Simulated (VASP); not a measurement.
Consider the following.

```yaml
crystal:
  lattice:
    - [1.90230, -3.29488, 0.00000]
    - [1.90230, 3.29488, 0.00000]
    - [0.00000, 0.00000, 5.18160]
  atoms:
    - { symbol: Pt, position: [0.00000, 0.00000, 0.00000] }
    - { symbol: Se, position: [0.33333, 0.66667, 0.25500] }
    - { symbol: Se, position: [0.66667, 0.33333, 0.74500] }
```

Calculation: PBE GGA, VASP's PBE PAW potentials (set 64) (plane waves; VASP). Settings: 400 eV cut-off, 6×6×4 Γ-centred mesh, Gaussian smearing of 0.050 eV, potentials Pt Se.

Question: Which forces act on the atoms, in eV/Å?

Answer: 
```csv
atom,Fx,Fy,Fz
Pt1,0.000,0.000,0.000
Se2,0.000,0.000,-0.441
Se3,0.000,0.000,0.441
```

Question: Give the stress tensor in GPa (positive for a compressed cell).

Answer: 
```
-2.39   0.00   0.00
 0.00  -2.39   0.00
 0.00   0.00  -2.00
```
The pressure is its mean diagonal, -2.26 GPa.

The compound is PtSe2 in the 1T layered structure. The cell was not relaxed at this level. The k-mesh is coarse (spacing up to 0.32 per Å, 2π included), so the numbers may not be converged in it.
